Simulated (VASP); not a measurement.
Level of theory: PBE GGA, VASP's PBE PAW potentials (set 64) (plane waves; VASP).

A VASP calculation is set up with these files.

**INCAR**
```
! general
SYSTEM =SbAs
PREC   =Accurate
ENCUT  =400   ! plane-wave cut-off (eV)
LREAL  =.FALSE.   ! projection in real space or not
LASPH  =.TRUE.

! electronic loop
EDIFF  =1E-6   ! SCF stop (eV)
NELM   =100   ! most electronic steps
ALGO   =Normal   ! blocked Davidson
LMAXMIX=4   ! l cut-off of mixed one-centre charges

! smearing
ISMEAR =-5

! functional
GGA    =PE   ! PBE

! ions
ISIF   =2   ! forces and stress, cell fixed

! output
LWAVE  =.FALSE.
LCHARG =.FALSE.
```

**POSCAR**
```
SbAs
1.0
  0.0000000000   2.8116880000   2.8116880000
  2.8116880000   0.0000000000   2.8116880000
  2.8116880000   2.8116880000   0.0000000000
As Sb
1 1
Cartesian
  0.0000000000   0.0000000000   0.0000000000
  2.8116880000   2.8116880000   2.8116880000
```

### KPOINTS
```
Automatic mesh
0
G
  7 7 7
0 0 0
```

POTCAR, in this order: As Sb (PBE.64 set). Program: vasp_std.

The resulting files:

OSZICAR:
```
       N       E                     dE             d eps       ncg     rms          rms(c)
DAV:   1     0.243811026850E+02    0.24381E+02   -0.35525E+03   360   0.750E+02
DAV:   2    -0.759364242159E+01   -0.31975E+02   -0.31351E+02   560   0.113E+02
DAV:   3    -0.861984440461E+01   -0.10262E+01   -0.10254E+01   423   0.222E+01
DAV:   4    -0.862607021993E+01   -0.62258E-02   -0.62609E-02   464   0.202E+00
DAV:   5    -0.862610444678E+01   -0.34227E-04   -0.34108E-04   431   0.151E-01    0.362E+00
DAV:   6    -0.855947749612E+01    0.66627E-01   -0.27127E-01   380   0.230E+00    0.219E+00
DAV:   7    -0.856233448920E+01   -0.28570E-02   -0.47251E-02   410   0.120E+00    0.764E-01
DAV:   8    -0.856125054651E+01    0.10839E-02   -0.46146E-03   397   0.397E-01    0.142E-01
DAV:   9    -0.856183224730E+01   -0.58170E-03   -0.66082E-04   397   0.172E-01    0.608E-02
DAV:  10    -0.856179946053E+01    0.32787E-04   -0.28565E-05   387   0.452E-02    0.371E-02
DAV:  11    -0.856170670245E+01    0.92758E-04   -0.30744E-05   368   0.296E-02    0.562E-03
DAV:  12    -0.856173191128E+01   -0.25209E-04   -0.23910E-06   249   0.115E-02    0.561E-03
DAV:  13    -0.856173978361E+01   -0.78723E-05   -0.25750E-07   181   0.329E-03    0.146E-03
DAV:  14    -0.856174163037E+01   -0.18468E-05   -0.23892E-08   183   0.124E-03    0.252E-04
DAV:  15    -0.856174256430E+01   -0.93393E-06   -0.63967E-09   182   0.524E-04
   1 F= -.85617426E+01 E0= -.85617426E+01  d E =0.000000E+00
```

**OUTCAR**
```
------------------------ aborting loop because EDIFF is reached ----------------------------------------
  FORCE on cell =-STRESS in cart. coord.  units (eV):
  Direction    XX          YY          ZZ          XY          YZ          ZX
  --------------------------------------------------------------------------------------
  Total        3.1200595      3.1200595      3.1200595      0.0000000      0.0000000      0.0000000
  in kB      112.4455001    112.4455001    112.4455001      0.0000000      0.0000000      0.0000000
  external PRESSURE =     112.4455001 kB  Pullay stress =       0.0000000 kB
  volume of cell :       44.46
      direct lattice vectors                 reciprocal lattice vectors
     0.000000000  2.811688000  2.811688000    -0.177829119  0.177829119  0.177829119
     2.811688000  0.000000000  2.811688000     0.177829119 -0.177829119  0.177829119
     2.811688000  2.811688000  0.000000000     0.177829119  0.177829119 -0.177829119
 POSITION                                       TOTAL-FORCE (eV/Angst)
 -----------------------------------------------------------------------------------
      0.00000      0.00000      0.00000         0.000000      0.000000      0.000000
      2.81169      2.81169      2.81169        -0.000000     -0.000000     -0.000000
 -----------------------------------------------------------------------------------
    total drift:                                0.000000      0.000000      0.000000
  FREE ENERGIE OF THE ION-ELECTRON SYSTEM (eV)
  ---------------------------------------------------
  free  energy   TOTEN  =        -8.5617425643 eV

  energy  without entropy=       -8.5617425643  energy(sigma->0) =       -8.56174256
```
(Selected blocks of OUTCAR.)

For a metal the tetrahedron method with Blöchl corrections gives inexact stress and forces.

The structure was generated: SbAs was put into the rocksalt type (Fm-3m), which need not be its known phase. The cell was not relaxed at this level. The run is one of a series of settings (ISMEAR = -5, SIGMA removed against the base run), some of them coarse on purpose.
